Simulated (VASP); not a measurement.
Consider the following.

```yaml
crystal:
  lattice:
    - [1.76502, -3.05711, 0.00000]
    - [1.76502, 3.05711, 0.00000]
    - [0.00000, 0.00000, 5.47668]
  atoms:
    - { symbol: Tm, position: [0.33333, 0.66667, 0.25000] }
    - { symbol: Tm, position: [0.66667, 0.33333, 0.75000] }
```

Calculation: TPSS meta-GGA, VASP's PBE PAW potentials (set 64) (plane waves; VASP). Settings: 520 eV cut-off, 13×13×8 Γ-centred mesh, tetrahedra with Blöchl corrections, potentials Tm_3.

The 4f electrons are frozen in the core of the lanthanide potential, so 4f levels, which can set the real gap, and their magnetism are missing.

Task: Estimate the energy per atom (σ→0), band gap (over mesh and band path) with the smallest direct gap where there is one.

Result: 
- band gap (over mesh and band path) = none (metal, semimetal or under 0.01 eV)
- energy per atom (σ→0) = -7.060 eV/atom

Only differences to runs with the same potentials and settings are physical.

The compound is Tm in the hcp structure. It was relaxed first.
